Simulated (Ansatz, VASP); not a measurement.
# Cross-check of ZnWO4 between VASP and Ansatz

Wanted: the spread between two codes on one cell, functional and k mesh. The cell is taken from a series of runs on this material, whose earlier steps may have relaxed, scaled, displaced or heated it; both programs get it as it stands.

Method: plane waves, with VASP 6.6.1 beside it; G0W0 gap at LDA, in Ansatz 0.2.0.

## (1) Starting point

Symmetry: P2/c, No. 13, monoclinic system. The conventional cell has a = 4.606 Å, b = 5.642 Å, c = 4.867 Å, α = 90.00°, β = 90.38°, γ = 90.00°. Nearest to Zn lie 6 O at 2.00 to 2.15 Å. W has 6 O at 1.79 to 2.11 Å nearest. Nearest to O lie 2 W at 1.90 to 2.11 Å and 1 Zn at 2.00 Å. Nearest to O lie 1 W at 1.79 Å and 2 Zn at 2.03 to 2.15 Å. Farther neighbours and most contacts between anions are not listed.

Structure file:

```cif
data_structure
_symmetry_space_group_name_H-M 'P2/c'
_symmetry_Int_Tables_number 13
_cell_length_a 4.6063
_cell_length_b 5.6418
_cell_length_c 4.8675
_cell_angle_alpha 90.000
_cell_angle_beta 90.377
_cell_angle_gamma 90.000
_cell_volume 126.49
loop_
_atom_site_label
_atom_site_type_symbol
_atom_site_symmetry_multiplicity
_atom_site_Wyckoff_symbol
_atom_site_fract_x
_atom_site_fract_y
_atom_site_fract_z
_atom_site_occupancy
Zn1 Zn 2 f 0.50000 0.67561 0.25000 1
W1 W 2 e 0.00000 0.18176 0.25000 1
O1 O 4 g 0.21860 0.10604 0.93291 1
O2 O 4 g 0.25900 0.37808 0.40387 1
```

## (2) VASP: G0W0 gap, LDA

Quasiparticle shifts depend on high empty states and on the cores, so they are the hardest test of two PAW sets.

Lines of VASP's logs that name or quote its potential files are left out, and so is its time.

The run reads the wave functions of an earlier VASP run, which isn't shown here.

File INCAR:

```
SYSTEM = ZnWO4
PREC = Accurate
ENCUT = 440
ISMEAR = 0
SIGMA = 0.01
LREAL = .FALSE.
GGA = CA
NBANDS = 336
LASPH = .TRUE.
ALGO = EVGW0
NELMGW = 1
ENCUTGW = 96
NOMEGA = 64
PRECFOCK = Fast
NBANDSGW = 80
LWAVE = .FALSE.
LCHARG = .FALSE.
```

File POSCAR:

```
ZnWO4
1.0
    4.6062688134      0.0000000000      0.0094605190
    0.0000000000      5.6418097085      0.0000000000
   -0.0420077901      0.0000000000      4.8672841519
Zn W O
2 2 8
Direct
    0.5000000000      0.6756147325      0.2500000000
    0.5000000000      0.3243852675      0.7500000000
    0.0000000000      0.1817616171      0.2500000000
    0.0000000000      0.8182383829      0.7500000000
    0.2186025074      0.1060440800      0.9329128039
    0.7813974926      0.1060440800      0.5670871961
    0.7813974926      0.8939559200      0.0670871961
    0.2186025074      0.8939559200      0.4329128039
    0.2590044767      0.3780806908      0.4038659172
    0.7409955233      0.3780806908      0.0961340828
    0.7409955233      0.6219193092      0.5961340828
    0.2590044767      0.6219193092      0.9038659172
```

File KPOINTS:

```
Automatic mesh
0
Gamma
4 2 4
0 0 0
```

The projector-augmented-wave data sets are Zn_sv_GW, W_sv_GW and O_GW (LDA family, release 64).

Started as:

```sh
> mpirun -np 16 vasp_std
```

Numbers of over 12 decimals in the logs are rounded to 6 here.

The log of the run:

```text
[banner, memory and clock lines left out]
running   16 mpi-ranks, on    1 nodes
 distrk:  each k-point on   16 cores,    1 groups
 distr:  one band on    1 cores,   16 groups

 POSCAR found type information on POSCAR ZnW O
 POSCAR found :  3 types and      12 ions
|                                                                             |
|           W    W    AA    RRRRR   N    N  II  N    N   GGGG   !!!           |
|           W    W   A  A   R    R  NN   N  II  NN   N  G    G  !!!           |
|           W    W  A    A  R    R  N N  N  II  N N  N  G       !!!           |
|           W WW W  AAAAAA  RRRRR   N  N N  II  N  N N  G  GGG   !            |
|           WW  WW  A    A  R   R   N   NN  II  N   NN  G    G                |
|           W    W  A    A  R    R  N    N  II  N    N   GGGG   !!!           |
|                                                                             |
|     For optimal performance we recommend to set                             |
|       NCORE = 2 up to number-of-cores-per-socket                            |
|     NCORE specifies how many cores store one orbital (NPAR=cpu/NCORE).      |
|     This setting can greatly improve the performance of VASP for DFT.       |
|     The default, NCORE=1 might be grossly inefficient on modern             |
|     multi-core architectures or massively parallel machines. Do your        |
|     Unfortunately you need to use the default for GW and RPA                |
|     calculations (for HF NCORE is supported but not extensively tested      |
|     yet).                                                                   |
|                                                                             |

|                                                                             |
|           W    W    AA    RRRRR   N    N  II  N    N   GGGG   !!!           |
|           W    W   A  A   R    R  NN   N  II  NN   N  G    G  !!!           |
|           W    W  A    A  R    R  N N  N  II  N N  N  G       !!!           |
|           W WW W  AAAAAA  RRRRR   N  N N  II  N  N N  G  GGG   !            |
|           WW  WW  A    A  R   R   N   NN  II  N   NN  G    G                |
|           W    W  A    A  R    R  N    N  II  N    N   GGGG   !!!           |
|                                                                             |
|     The default for ENCUTGWSOFT is different in this version of VASP.       |
|     please manually set ENCUTGWSOFT =96 in the INCAR file.                  |
|                                                                             |

 LDA part: xc-table for (Slater(with rela. corr.)+CA(PZ))
 , standard interpolation
 found WAVECAR, reading the header
 POSCAR, INCAR and KPOINTS ok, starting setup
 FFT: planning ... GRIDC
 FFT: planning ... GRID_SOFT
 FFT: planning ... GRID
 reading WAVECAR
 the WAVECAR file was read successfully
 initial charge from wavefunction
 available memory per node:     31.05 GB, setting MAXMEM to     31794

 The Fermi energy was updated, please check that it is located mid-gap
 values below the HOMO (VB) or above the LUMO (CB) will cause erroneous energies
 E-fermi :   5.3658

 calculate exact exchange contribution
 the WAVEDER file was read successfully
|                                                                             |
|           W    W    AA    RRRRR   N    N  II  N    N   GGGG   !!!           |
|           W    W   A  A   R    R  NN   N  II  NN   N  G    G  !!!           |
|           W    W  A    A  R    R  N N  N  II  N N  N  G       !!!           |
|           W WW W  AAAAAA  RRRRR   N  N N  II  N  N N  G  GGG   !            |
|           WW  WW  A    A  R   R   N   NN  II  N   NN  G    G                |
|           W    W  A    A  R    R  N    N  II  N    N   GGGG   !!!           |
|                                                                             |
|     Automatic setting of frequency mesh for GW failed. Frequency mesh       |
|     properly not suitable for determining QP energies. Consider             |
|     increasing number of kpoints.                                           |
|                                                                             |

energies w=
    0.000    0.000    1.342    0.000    2.681    0.000    4.014    0.000
    5.338    0.000    6.651    0.000    7.951    0.000    9.236    0.000
   10.505    0.000   11.757    0.000   12.993    0.000   14.210    0.000
   15.412    0.000   16.597    0.000   17.768    0.000   18.924    0.000
   20.069    0.000   21.203    0.000   22.329    0.000   23.448    0.000
   24.563    0.000   25.675    0.000   26.788    0.000   27.903    0.000
   29.024    0.000   30.154    0.000   31.295    0.000   32.450    0.000
   33.624    0.000   34.819    0.000   36.040    0.000   37.291    0.000
   38.578    0.000   39.905    0.000   41.278    0.000   42.704    0.000
   44.191    0.000   45.746    0.000   47.379    0.000   49.102    0.000
   50.927    0.000   52.868    0.000   54.944    0.000   57.173    0.000
   59.579    0.000   62.193    0.000   65.047    0.000   68.183    0.000
   71.655    0.000   75.524    0.000   79.873    0.000   84.803    0.000
   90.447    0.000   96.979    0.000  104.634    0.000  113.733    0.000
  124.733    0.000  138.295    0.000  155.428    0.000  177.739    0.000
  207.959    0.000  251.135    0.000  317.744    0.000  433.684    0.000
 responsefunction array rank=     288
 LDA part: xc-table for (Slater(with rela. corr.)+CA(PZ))
 , standard interpolation

 min. memory requirement per mpi rank    345.7 MB, per node   5531.0 MB

 allocating   4 responsefunctions rank=   288
 shmem allocating  64 responsefunctions rank=   288
 response function shared by NCSHMEM nodes    1
 Doing            4  frequencies on each core in blocks of           64
NQ=   1    0.0000    0.0000    0.0000,
|.........|.........|.........|.........|.........|.........|.........|.........
 performed       2107000 updates of chi_q(r,r)
 total number of BLAS operations       1256.34 Gflops
NQ=   2    0.2500    0.0000    0.0000,
|.........|.........|.........|.........|.........|.........|.........|.........
 performed       4859000 updates of chi_q(r,r)
 total number of BLAS operations       2733.33 Gflops
NQ=   3    0.5000    0.0000    0.0000,
|.........|.........|.........|.........|.........|.........|.........|.........
 performed       6966000 updates of chi_q(r,r)
 total number of BLAS operations       3944.08 Gflops
NQ=   4    0.0000    0.5000    0.0000,
|.........|.........|.........|.........|.........|.........|.........|.........
 performed       9073000 updates of chi_q(r,r)
 total number of BLAS operations       5246.86 Gflops
NQ=   5    0.2500    0.5000    0.0000,
|.........|.........|.........|.........|.........|.........|.........|.........
 performed      11825000 updates of chi_q(r,r)
 total number of BLAS operations       6851.98 Gflops
NQ=   6    0.5000    0.5000    0.0000,
|.........|.........|.........|.........|.........|.........|.........|.........
 performed      13932000 updates of chi_q(r,r)
 total number of BLAS operations       7956.72 Gflops
NQ=   7    0.0000    0.0000    0.2500,
|.........|.........|.........|.........|.........|.........|.........|.........
 performed      16684000 updates of chi_q(r,r)
 total number of BLAS operations       9621.84 Gflops
NQ=   8    0.2500    0.0000    0.2500,
|.........|.........|.........|.........|.........|.........|.........|.........
 performed      19436000 updates of chi_q(r,r)
 total number of BLAS operations      11215.09 Gflops
NQ=   9    0.5000    0.0000    0.2500,
|.........|.........|.........|.........|.........|.........|.........|.........
 performed      22188000 updates of chi_q(r,r)
 total number of BLAS operations      12916.73 Gflops
NQ=  10   -0.2500    0.0000    0.2500,
|.........|.........|.........|.........|.........|.........|.........|.........
 performed      24940000 updates of chi_q(r,r)
 total number of BLAS operations      14509.98 Gflops
NQ=  11    0.0000    0.5000    0.2500,
|.........|.........|.........|.........|.........|.........|.........|.........
 performed      27692000 updates of chi_q(r,r)
 total number of BLAS operations      16021.38 Gflops
NQ=  12    0.2500    0.5000    0.2500,
|.........|.........|.........|.........|.........|.........|.........|.........
 performed      30444000 updates of chi_q(r,r)
 total number of BLAS operations      17602.81 Gflops
NQ=  13    0.5000    0.5000    0.2500,
|.........|.........|.........|.........|.........|.........|.........|.........
 performed      33196000 updates of chi_q(r,r)
 total number of BLAS operations      19184.23 Gflops
NQ=  14   -0.2500    0.5000    0.2500,
|.........|.........|.........|.........|.........|.........|.........|.........
 performed      35948000 updates of chi_q(r,r)
 total number of BLAS operations      20718.80 Gflops
NQ=  15    0.0000    0.0000    0.5000,
|.........|.........|.........|.........|.........|.........|.........|.........
 performed      38055000 updates of chi_q(r,r)
 total number of BLAS operations      21929.55 Gflops
NQ=  16    0.2500    0.0000    0.5000,
|.........|.........|.........|.........|.........|.........|.........|.........
 performed      40807000 updates of chi_q(r,r)
 total number of BLAS operations      23631.19 Gflops
NQ=  17    0.5000    0.0000    0.5000,
|.........|.........|.........|.........|.........|.........|.........|.........
 performed      42914000 updates of chi_q(r,r)
 total number of BLAS operations      24878.34 Gflops
NQ=  18    0.0000    0.5000    0.5000,
|.........|.........|.........|.........|.........|.........|.........|.........
 performed      45021000 updates of chi_q(r,r)
 total number of BLAS operations      26089.09 Gflops
NQ=  19    0.2500    0.5000    0.5000,
|.........|.........|.........|.........|.........|.........|.........|.........
 performed      47773000 updates of chi_q(r,r)
 total number of BLAS operations      27670.51 Gflops
NQ=  20    0.5000    0.5000    0.5000,
|.........|.........|.........|.........|.........|.........|.........|.........
 performed      49880000 updates of chi_q(r,r)
 total number of BLAS operations      28917.67 Gflops
 resolving degeneracies of screened two electron integrals

 calculate QP shifts <psi_nk| G(iteration)W_0 |psi_nk>: iteration 1
 entering main loop
```

From OUTCAR (step 2):

```text
ion  position               nearest neighbor table
   1  0.500  0.676  0.250-   7 2.00   8 2.00  11 2.03  12 2.03   9 2.15  10 2.15
   2  0.500  0.324  0.750-   5 2.00   6 2.00   9 2.03  10 2.03  11 2.15  12 2.15
   3  0.000  0.182  0.250-   9 1.79  10 1.79   5 1.90   6 1.90   7 2.11   8 2.11   4 3.18   4 3.18

  LATTYP: Found a simple monoclinic cell.
 ALAT       =     4.6062785286
 B/A-ratio  =     1.2248086332
 C/A-ratio  =     1.0567023673
 COS(beta)  =    -0.0065765482

 Subroutine GETGRP returns: Found  4 space group operations
 (whereof  2 operations were pure point group operations)

The static configuration has the point symmetry S_2 .
 The point group associated with its full space group is C_2h.

 Found     20 irreducible k-points:

   k-points           NKPTS =     20   k-points in BZ     NKDIM =     32   number of bands    NBANDS=    336

   dimension x,y,z NGX =    32 NGY =   40 NGZ =   36
   dimension x,y,z NGXF=    64 NGYF=   80 NGZF=   72

   ENCUT  =  440.0 eV  32.34 Ry    5.69 a.u.   7.88  9.65  8.33*2*pi/ulx,y,z

   NELECT =     116.0000    total number of electrons

  energy-cutoff  :      440.00
  volume of cell :      126.49
      direct lattice vectors                 reciprocal lattice vectors
     4.606268813  0.000000000  0.009460519     0.217091602  0.000000000  0.001873640
     0.000000000  5.641809709  0.000000000     0.000000000  0.177248091  0.000000000
    -0.042007790  0.000000000  4.867284152    -0.000421960  0.000000000  0.205449742

 k-points in reciprocal lattice and weights: Automatic mesh
   0.00000000  0.00000000  0.00000000       0.031
   0.25000000  0.00000000  0.00000000       0.062
   0.50000000  0.00000000  0.00000000       0.031
   0.00000000  0.50000000  0.00000000       0.031
   0.25000000  0.50000000  0.00000000       0.062
   0.50000000  0.50000000  0.00000000       0.031
   0.00000000  0.00000000  0.25000000       0.062
   0.25000000  0.00000000  0.25000000       0.062
   0.50000000  0.00000000  0.25000000       0.062
[...]
0.25000000  0.50000000  0.50000000       0.062
   0.50000000  0.50000000  0.50000000       0.031

 E-fermi :   5.3658

 QP shifts <psi_nk| G(iteration)W_0 |psi_nk>: iteration 1
 for sc-GW calculations column KS-energies equals QP-energies in previous step
 and V_xc(KS)=  KS-energies - (<T + V_ion + V_H > + <T+V_H+V_ion>^1  + <V_x>^1)
 k-point   1 :       0.0000    0.0000    0.0000
  band No.  KS-energies  QP-energies   sigma(KS)   V_xc(KS)     V^pw_x(r,r')   Z            occupation Imag(sigma)
    ...
     55       3.1401       2.5436     -21.9257     -21.1448     -26.6556       0.7640       2.0000       0.5527
     56       3.5589       3.1590     -20.6826     -20.1565     -25.2786       0.7601       2.0000       0.5422
     57       3.5675       3.2112     -20.7366     -20.2699     -25.1950       0.7634       2.0000       0.5230
     58       3.6636       2.9858     -24.1402     -23.2607     -29.0234       0.7707       2.0000       0.5059
     59       7.2216       8.7114     -15.7793     -17.6480     -12.4112       0.7972       0.0000      -0.3429
     60       7.7105       9.3101     -16.3255     -18.3489     -12.6645       0.7905       0.0000      -0.4053
     61       7.7631       9.3178     -16.1417     -18.0969     -12.4344       0.7952       0.0000      -0.3989
     62       7.7672       9.2710     -17.2467     -19.1488     -13.8614       0.7906       0.0000      -0.3895
    ...

 k-point   2 :       0.2500    0.0000    0.0000
  band No.  KS-energies  QP-energies   sigma(KS)   V_xc(KS)     V^pw_x(r,r')   Z            occupation Imag(sigma)
    ...
     55       3.2220       2.5740     -22.9223     -22.0809     -27.6094       0.7701       2.0000       0.5251
     56       3.3160       2.7878     -22.1141     -21.4253     -26.7441       0.7669       2.0000       0.5215
     57       3.6626       3.2160     -21.2963     -20.7106     -25.9844       0.7624       2.0000       0.5365
     58       3.6924       3.1296     -22.5873     -21.8510     -27.3139       0.7644       2.0000       0.5214
     59       7.3387       8.8446     -15.9023     -17.7959     -12.5112       0.7953       0.0000      -0.3522
     60       7.5827       9.1609     -16.1440     -18.1351     -12.4438       0.7926       0.0000      -0.3991
     61       7.6336       9.1428     -16.8459     -18.7499     -13.3672       0.7927       0.0000      -0.3858
     62       7.8182       9.3727     -15.9728     -17.9269     -12.1878       0.7955       0.0000      -0.4096
    ...

 k-point   3 :       0.5000    0.0000    0.0000
  band No.  KS-energies  QP-energies   sigma(KS)   V_xc(KS)     V^pw_x(r,r')   Z            occupation Imag(sigma)
    ...
     55       3.3954       2.9947     -20.4057     -19.8782     -24.9475       0.7595       2.0000       0.5499
     56       3.7002       3.2677     -20.8959     -20.3278     -25.5815       0.7613       2.0000       0.5451
     57       3.7030       3.0459     -24.1087     -23.2572     -28.8808       0.7716       2.0000       0.4938
     58       3.7250       3.0964     -23.1817     -22.3601     -27.9573       0.7651       2.0000       0.5164
     59       7.4692       9.0205     -16.1585     -18.1123     -12.5068       0.7940       0.0000      -0.3890
     60       7.4757       9.0073     -15.9438     -17.8749     -12.4795       0.7931       0.0000      -0.3684
     61       7.5206       9.0541     -16.3033     -18.2341     -12.6567       0.7942       0.0000      -0.3894
     62       8.0159       9.6115     -16.2643     -18.2795     -12.4583       0.7918       0.0000      -0.4298
    ...

 k-point   4 :       0.0000    0.5000    0.0000
  band No.  KS-energies  QP-energies   sigma(KS)   V_xc(KS)     V^pw_x(r,r')   Z            occupation Imag(sigma)
    ...
     55       3.2529       2.8329     -21.3093     -20.7611     -25.7550       0.7661       2.0000       0.5159
     56       3.3418       2.9052     -20.8747     -20.3022     -25.3694       0.7626       2.0000       0.5349
     57       3.4795       2.7522     -23.6660     -22.7178     -28.4771       0.7670       2.0000       0.5201
     58       3.9320       3.3817     -23.2785     -22.5630     -28.0166       0.7690       2.0000       0.4991
     59       6.7996       8.2515     -15.5324     -17.3425     -11.8054       0.8021       0.0000      -0.3576
     60       7.6980       9.2931     -16.0934     -18.1023     -12.3491       0.7939       0.0000      -0.3985
     61       7.8720       9.3964     -15.5670     -17.4751     -11.8060       0.7989       0.0000      -0.3940
     62       8.0707       9.6859     -16.8962     -18.9454     -13.2109       0.7882       0.0000      -0.4306
    ...

[... 4 further parts left out ...]
```

This run has no spin polarisation, so a moment on W, if there is one, isn't seen.

(Part 1 of 2 ends here.)

[Lines on the potential files, build, host, timing and source positions are cut from VASP's logs without a mark.]

[Logs are printed without paths, hosts, clocks, repeated set-up lines and the standing remarks that a program may print on its own settings, such as how far it seeks lower states.]

[Hosts, paths, dates, database ids (printed as entryN), source tags and the programs' standing remarks are cut or masked in the printed files.]
